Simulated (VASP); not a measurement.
# KW4 (Pm-3m) in VASP: notebook, part 2 of 2

VASP 6.6.1.

### 4 Relaxation of cell and atoms, PBE (random cell by space group and Wyckoff sites (Pm-3m, No. 221))

Input file INCAR:

```
SYSTEM = KW4
PREC = Accurate
ENCUT = 600
EDIFF = 1E-7
ISMEAR = 0
SIGMA = 0.1
LREAL = .False.
LASPH = .True.
NELM = 80
ALGO = Fast
ISIF = 3
LWAVE = .False.
LCHARG = .False.
GGA = PE
IBRION = 2
NSW = 90
EDIFFG = -0.04
```

Input file KPOINTS:

```
Automatic mesh
0
Gamma
  4 4 4
  0 0 0
```

Input file POSCAR:

```
KW4
1.0
    4.7257909900      0.0000000000      0.0000000000
    0.0000000000      4.7257909900      0.0000000000
    0.0000000000      0.0000000000      4.7257909900
K W
1 4
Direct
    0.5000000000      0.5000000000      0.5000000000
    0.0000000000      0.5000000000      0.5000000000
    0.5000000000      0.0000000000      0.5000000000
    0.5000000000      0.5000000000      0.0000000000
    0.0000000000      0.0000000000      0.0000000000
```

Potentials or basis: VASP PAW PBE potentials, release 64 (K_sv, W_sv).

Launch:

```
> cat potpaw_PBE.64/K_sv/POTCAR potpaw_PBE.64/W_sv/POTCAR > POTCAR
> mpirun -np 1 vasp_std > vasp.out
```

OUTCAR:

```text
SYSTEM = KW4
   PREC = Accurate
   ENCUT = 600
   EDIFF = 1E-7
   ISMEAR = 0
   LREAL = .False.
   LASPH = .True.
   NELM = 80
   ISIF = 3
   GGA = PE
   IBRION = 2
   NSW = 90
   EDIFFG = -0.04

 ion  position               nearest neighbor table
   1  0.500  0.500  0.500-   2 2.36   3 2.36   4 2.36   4 2.36   3 2.36   2 2.36
   2  0.000  0.500  0.500-   1 2.36   1 2.36   4 3.34   5 3.34   4 3.34   5 3.34   3 3.34   5 3.34
                             5 3.34   3 3.34   3 3.34   4 3.34   4 3.34   3 3.34
   3  0.500  0.000  0.500-   1 2.36   1 2.36   4 3.34   5 3.34   4 3.34   5 3.34   2 3.34   2 3.34
                             4 3.34   4 3.34   2 3.34   5 3.34   5 3.34   2 3.34
   4  0.500  0.500  0.000-   1 2.36   1 2.36   3 3.34   5 3.34   2 3.34   2 3.34   3 3.34   3 3.34
                             5 3.34   3 3.34   2 3.34   5 3.34   2 3.34   5 3.34
   5  0.000  0.000  0.000-   2 3.34   3 3.34   4 3.34   2 3.34   3 3.34   2 3.34   4 3.34   2 3.34
                             3 3.34   4 3.34   3 3.34   4 3.34

  LATTYP: Found a simple cubic cell.
 ALAT       =     4.7257909900

  Lattice vectors:

 A1 = (   4.7257909900,   0.0000000000,   0.0000000000)
 A2 = (   0.0000000000,   4.7257909900,   0.0000000000)
 A3 = (   0.0000000000,   0.0000000000,   4.7257909900)

Analysis of symmetry for initial positions (statically):
=====================================================================
 Subroutine PRICEL returns:
 Original cell was already a primitive cell.

 Routine SETGRP: Setting up the symmetry group for a
 simple cubic supercell.

 Subroutine GETGRP returns: Found 48 space group operations
 (whereof 48 operations were pure point group operations)
 out of a pool of 48 trial point group operations.

The static configuration has the point symmetry O_h .

Analysis of symmetry for dynamics (positions and initial velocities):
=====================================================================
 Subroutine PRICEL returns:
 Original cell was already a primitive cell.

 Routine SETGRP: Setting up the symmetry group for a
 simple cubic supercell.

 Subroutine GETGRP returns: Found 48 space group operations
 (whereof 48 operations were pure point group operations)
 out of a pool of 48 trial point group operations.

The dynamic configuration has the point symmetry O_h .

 Subroutine INISYM returns: Found 48 space group operations
 (whereof 48 operations are pure point group operations),
 and found     1 'primitive' translations

----------------------------------------------------------------------------------------

                                     Primitive cell

  volume of cell :     105.5416

  direct lattice vectors                    reciprocal lattice vectors
     4.725790990  0.000000000  0.000000000     0.211604788  0.000000000  0.000000000
     0.000000000  4.725790990  0.000000000     0.000000000  0.211604788  0.000000000
     0.000000000  0.000000000  4.725790990     0.000000000  0.000000000  0.211604788

  length of vectors
     4.725790990  4.725790990  4.725790990     0.211604788  0.211604788  0.211604788

  position of ions in fractional coordinates (direct lattice)
[... 87 lines left out ...]
   IALGO  =     68    algorithm
   IMIX   =      4    mixing-type and parameters
     AMIX     =   0.40;   BMIX     =  1.00
     AMIX_MAG =   1.60;   BMIX_MAG =  1.00
  volume/ion in A,a.u.               =      21.11       142.45
  Fermi-wavevector in a.u.,A,eV,Ry     =   1.392851  2.632107 26.395778  1.940035
  Thomas-Fermi vector in A             =   2.516554
   LORBIT       =      0    0 simple, 1 ext, 2 COOP (PROOUT), +10 PAW based schemes
   GGA     = PE    functional components
   LHFCALC =     F    Hartree Fock is set to
   AEXX    =    0.0000 exact exchange contribution
   IVDW    =     0    specifies the selected vdW correction
   LEPSILON=     F    determine dielectric tensor
   LRPA    =     F    only Hartree local field effects (RPA)
 conjugate gradient relaxation of ions
 non-spin polarized calculation
 RMM-DIIS sequential band-by-band and
 Gauss-broadening in eV      SIGMA  =   0.10
  energy-cutoff  :      600.00
  volume of cell :      105.54
 maximum number of plane-waves:      3575
 NGX is ok and might be reduce to    40
   NGX = 19   NGY = 19   NGZ = 19

--------------------------------------- Ionic step        1  -------------------------------------------

 number of electron      65.0000004 magnetization

 Free energy of the ion-electron system (eV)
  ---------------------------------------------------
  ext. energy  EPLUGINS =         0.00000000
  ---------------------------------------------------
  free energy    TOTEN  =       -33.08059292 eV

  energy without entropy =      -33.04741832  energy(sigma->0) =      -33.06400562

------------------------ aborting loop EDIFF was not reached (unconverged)  ----------------------------

  FORCE on cell =-STRESS in cart. coord.  units (eV):
  Direction    XX          YY          ZZ          XY          YZ          ZX
  --------------------------------------------------------------------------------------
  -------------------------------------------------------------------------------------
  Total      -12.5091914    -12.5091914    -12.5091914      0.0000000      0.0000000     -0.0000000
  in kB     -189.8962065   -189.8962065   -189.8962065      0.0000000      0.0000000     -0.0000000
  external PRESSURE =    -189.8962065 kB  Pullay stress =       0.0000000 kB
[... 26 lines left out ...]
--------------------------------------- Ionic step        2  -------------------------------------------

 number of electron      64.9999998 magnetization

 E-fermi :  11.3658     XC(G=0): -13.6702

 val. band max:       11.3422426734   @ k =   0.5000   0.0000   0.0000
 cond. band min:      11.4039624687   @ k =   0.5000   0.2500   0.0000
 fundamental gap:      0.0617197953
 Fermi energy:        11.3658054866

 k-point     1 :       0.0000    0.0000    0.0000
  band No.  band energies     occupation
      1     -63.0454      2.00000
      2     -62.9346      2.00000
      3     -62.9346      2.00000
      4     -62.8012      2.00000
      5     -28.5477      2.00000
      6     -28.5477      2.00000
[... 486 lines left out ...]
--------------------------------------- Ionic step        4  -------------------------------------------

 number of electron      65.0000008 magnetization

------------------------ aborting loop because EDIFF is reached ----------------------------------------

  FORCE on cell =-STRESS in cart. coord.  units (eV):
  Direction    XX          YY          ZZ          XY          YZ          ZX
  --------------------------------------------------------------------------------------
  -------------------------------------------------------------------------------------
  Total       -0.2473994     -0.2473994     -0.2473994      0.0000000      0.0000000     -0.0000000
  in kB       -4.4699089     -4.4699089     -4.4699089      0.0000000      0.0000000     -0.0000000
  external PRESSURE =      -4.4699089 kB  Pullay stress =       0.0000000 kB
[... 26 lines left out ...]
--------------------------------------- Ionic step        5  -------------------------------------------

 number of electron      65.0000009 magnetization

 Free energy of the ion-electron system (eV)
  ---------------------------------------------------
  ext. energy  EPLUGINS =         0.00000000
  ---------------------------------------------------
  free energy    TOTEN  =       -34.29872739 eV

  energy without entropy =      -34.27363197  energy(sigma->0) =      -34.28617968

 E-fermi :   8.5048     XC(G=0): -12.5223

 val. band max:        8.3137670392   @ k =   0.2500   0.0000   0.0000
 cond. band min:       8.5292739928   @ k =   0.5000   0.5000   0.2500
 fundamental gap:      0.2155069536
 Fermi energy:         8.5048421524

 k-point     1 :       0.0000    0.0000    0.0000
  band No.  band energies     occupation
      1     -65.9334      2.00000
      2     -65.8904      2.00000
      3     -65.8613      2.00000
      4     -65.8613      2.00000
      5     -30.7810      2.00000
      6     -30.7810      2.00000
[... 409 lines left out ...]
     38      11.1003      0.00000
     39      11.5759      0.00000

------------------------ aborting loop because EDIFF is reached ----------------------------------------

  FORCE on cell =-STRESS in cart. coord.  units (eV):
  Direction    XX          YY          ZZ          XY          YZ          ZX
  --------------------------------------------------------------------------------------
  -------------------------------------------------------------------------------------
  Total        0.0955322      0.0955322      0.0955322     -0.0000000     -0.0000000      0.0000000
  in kB        1.7322382      1.7322382      1.7322382     -0.0000000     -0.0000000      0.0000000
  external PRESSURE =       1.7322382 kB  Pullay stress =       0.0000000 kB
[... 20 lines left out ...]
  FREE ENERGIE OF THE ION-ELECTRON SYSTEM (eV)
  ---------------------------------------------------
  free  energy   TOTEN  =       -34.2987273895 eV

  energy  without entropy=      -34.2736319718  energy(sigma->0) =      -34.28617968

 reached required accuracy - stopping structural energy minimisation
```

OSZICAR:

```text
N       E                     dE             d eps       ncg     rms          rms(c)
DAV:   1     0.847113331394E+03    0.84711E+03   -0.39480E+04   796   0.199E+03
DAV:   2     0.187561302122E+02   -0.82836E+03   -0.81080E+03   794   0.609E+02
DAV:   3    -0.344180782852E+02   -0.53174E+02   -0.50096E+02  1149   0.132E+02
DAV:   4    -0.372262885605E+02   -0.28082E+01   -0.26083E+01  1040   0.222E+01
[... 269 lines left out ...]
RMM:   9    -0.342987265570E+02   -0.12941E-05   -0.56748E-06   916   0.112E-02    0.245E-03
RMM:  10    -0.342987270699E+02   -0.51296E-06   -0.43061E-06   836   0.735E-03    0.138E-03
RMM:  11    -0.342987272509E+02   -0.18095E-06   -0.14956E-06   564   0.426E-03    0.796E-04
RMM:  12    -0.342987273244E+02   -0.73478E-07   -0.11063E-06   521   0.316E-03    0.265E-04
RMM:  13    -0.342987273895E+02   -0.65158E-07   -0.70228E-07   488   0.223E-03
   5 F= -.34298727E+02 E0= -.34286180E+02  d E =-.121813E+01
```

CONTCAR:

```text
KW4
   1.00000000000000
     4.4540064545803295   -0.0000000000000000   -0.0000000000000000
     0.0000000000000000    4.4540064545803295   -0.0000000000000000
     0.0000000000000000    0.0000000000000000    4.4540064545803295
  K               W
     1     4
Direct
     0.5000000000000000    0.5000000000000000    0.5000000000000000
     0.0000000000000000    0.5000000000000000    0.5000000000000000
     0.5000000000000000    0.0000000000000000    0.5000000000000000
     0.5000000000000000    0.5000000000000000    0.0000000000000000
     0.0000000000000000    0.0000000000000000    0.0000000000000000

  0.00000000E+00  0.00000000E+00  0.00000000E+00
  0.00000000E+00  0.00000000E+00  0.00000000E+00
  0.00000000E+00  0.00000000E+00  0.00000000E+00
  0.00000000E+00  0.00000000E+00  0.00000000E+00
  0.00000000E+00  0.00000000E+00  0.00000000E+00
```

It took 6.5 min on 1 thread of Intel Xeon 6975P-C (Granite Rapids), shared host; peak memory 0.29 GiB.

Results:

* Free energy: -34.2987 eV
* Relaxed volume: 17.67 Å³/atom
* Relaxed cell: a = 4.454 Å, b = 4.454 Å, c = 4.454 Å, α = 90.00°, β = 90.00°, γ = 90.00°
* Space group after relaxing (to 0.05 Å): Pm-3m (No. 221)
* Energy gained by relaxing: 243.6 meV/atom
* Ionic steps: 5
* Pressure after relaxing: 0.2 GPa
* Band gap on the k mesh: none (metal or under the smearing width)

Step by step:
```tsv
step	energy change (eV)	largest force (eV/Å)	pressure (GPa)	volume (Å³)
1	0.0000	0.0000	-18.99	105.54
2	1.3341	0.0000	60.03	71.75
3	-1.2090	0.0000	-1.59	89.28
4	-1.2179	0.0000	-0.45	88.68
5	-1.2181	0.0000	0.17	88.36
```

Final structure:
```xyz
5
Lattice="4.4540 0.0000 0.0000 0.0000 4.4540 0.0000 0.0000 0.0000 4.4540" Properties=species:S:1:pos:R:3 pbc="T T T"
K     2.2270    2.2270    2.2270
W     0.0000    2.2270    2.2270
W     2.2270    0.0000    2.2270
W     2.2270    2.2270    0.0000
W     0.0000    0.0000    0.0000
```

Levels at points of the mesh, in eV from the Fermi level:
```tsv
k point	band 30	band 31	band 32	band 33	band 34	band 35
(0.00, 0.00, 0.00)	-1.32	-1.32	0.14	2.16	2.16	2.22
(0.50, 0.00, 0.00)	-1.48	-0.85	-0.61	0.11	0.20	0.20
(0.50, 0.50, 0.00)	-1.40	-1.40	-1.00	0.22	0.30	0.44
(0.50, 0.50, 0.50)	-0.95	-0.70	-0.70	1.17	1.17	1.17
```

Caveat: the volume moved by over 15 % at a fixed basis, so the end points are rough. The run has no spin-orbit coupling, so splittings on W are missing.

### 5 Overview

| task | cell | k mesh | cutoff (eV) | gap on the mesh (eV) | pressure (GPa) | relaxed volume (Å³/atom) |
| --- | --- | --- | --- | --- | --- | --- |
| relaxation of cell and atoms | relaxed from: random cell by space group and Wyckoff sites (Pm-3m, No. 221) | 8 × 8 × 8 | 600 | none | 0.0 | 17.66 |
| single point | random cell by space group and Wyckoff sites (Pm-3m, No. 221) | 4 × 4 × 4 | 520 | none | 3.3 | - |
| relaxation of cell and atoms | relaxed from: random cell by space group and Wyckoff sites (Pm-3m, No. 221) | 4 × 4 × 4 | 600 | none | 0.2 | 17.67 |

Alike in all rows: level PBE; potentials or basis VASP PAW PBE potentials, release 64 (K_sv, W_sv); no spin polarisation; smearing gaussian 0.1 eV.

Caveats: the volume moved by over 15 % at a fixed basis, so the end points are rough (some runs).

Absolute energies hang on the potentials; compare differences alone.
